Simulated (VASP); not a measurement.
## HfSi (relaxed from the zinc blende structure, space group F-43m): computed properties

Calculation: PBEsol GGA, VASP's PBE PAW potentials (set 64) (plane waves; VASP).

| Property | Value |
|---|---|
| space group | F-43m (216) |
| cell | a = 5.985 Å, b = 5.985 Å, c = 5.985 Å, α = 90.00°, β = 90.00°, γ = 90.00° |
| volume per atom | 26.80 Å³/atom |
| band gap (over mesh and band path) | none (metal, semimetal or under 0.01 eV) |
| density | 6.40 g/cm³ |

```xyz
2
Lattice="0.0000 2.9925 2.9925 2.9925 0.0000 2.9925 2.9925 2.9925 0.0000" Properties=species:S:1:pos:R:3 pbc="T T T"
Hf     0.0000     0.0000     0.0000
Si     1.4962     1.4962     1.4962
```

Unless said otherwise, spin-orbit coupling is left out, though it shifts the bands of the heavy elements here.

The structure was generated: HfSi was put into the zinc blende type (F-43m), which need not be its known phase. It was relaxed first, which changed the volume by -26 %. Symmetry was kept, so distortions that lower it aren't found.
